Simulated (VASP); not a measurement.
All values below come from PBE GGA, VASP's PBE PAW potentials (set 64) (plane waves; VASP).

A VASP calculation is set up with these files.

**KPOINTS**
```
kpoints
0
Gamma
 6 6 3
```

### POSCAR
```
CsH
7.8605220
  0.6105866761   0.0000000000   0.0000000000
 -0.3052933380   0.5287835846   0.0000000000
  0.0000000000   0.0000000000   1.0000000000
Cs H
2 2
Direct
  0.6697460000   0.3389530000  -0.0005160000
  0.3339140000   0.6603300000   0.5004970000
  0.6545420000   0.3230860000   0.6270500000
  0.3417980000   0.6776320000   0.1233700000
```

INCAR:
```
# general
SYSTEM  = CsH
PREC    = Accurate
ENCUT   = 300   # plane-wave cut-off (eV)
LREAL   = .False.
LASPH   = .True.   # aspherical one-centre terms

# electronic loop
EDIFF   = 1E-6   # SCF stop (eV)
NELM    = 100
ALGO    = Normal   # blocked Davidson
LMAXMIX = 4

# smearing
ISMEAR  = -1
SIGMA   = 0.05   # width (eV)

# functional
GGA     = PE   # PBE

# ions
ISIF    = 2   # forces and stress, cell fixed

# output
LWAVE   = .False.
LCHARG  = .False.
```

POTCAR, in this order: Cs_sv H (PBE.64 set). Program: vasp_std.

At this cut-off the stress carries a Pulay error, which pulls relaxed volumes low.

Task: Estimate the energy per atom (σ→0), largest force.

Result: 
The energy per atom (σ→0) is -2216 meV/atom and the largest force is 0.00121 Ha/bohr.

OSZICAR:
```
...
DAV:   9    -0.886135388627E+01    0.19196E-01   -0.14060E-01  1622   0.132E+00    0.121E-01
DAV:  10    -0.886313319036E+01   -0.17793E-02   -0.90004E-03  1946   0.391E-01    0.130E-01
DAV:  11    -0.886334826187E+01   -0.21507E-03   -0.15264E-03  1580   0.188E-01    0.745E-02
DAV:  12    -0.886313054334E+01    0.21772E-03   -0.14479E-03  1790   0.115E-01    0.515E-03
DAV:  13    -0.886314479083E+01   -0.14247E-04   -0.46479E-05  1790   0.333E-02    0.237E-03
DAV:  14    -0.886314655475E+01   -0.17639E-05   -0.53665E-06  1588   0.842E-03    0.279E-03
DAV:  15    -0.886314629636E+01    0.25839E-06   -0.20969E-06  1318   0.543E-03
   1 F= -.88631463E+01 E0= -.88631463E+01  d E =-.556581E-10
```

The structure was generated: CsH was put into an ordered model structure, which need not be its known phase. The cell was not relaxed at this level, atoms are displaced from their ideal sites.
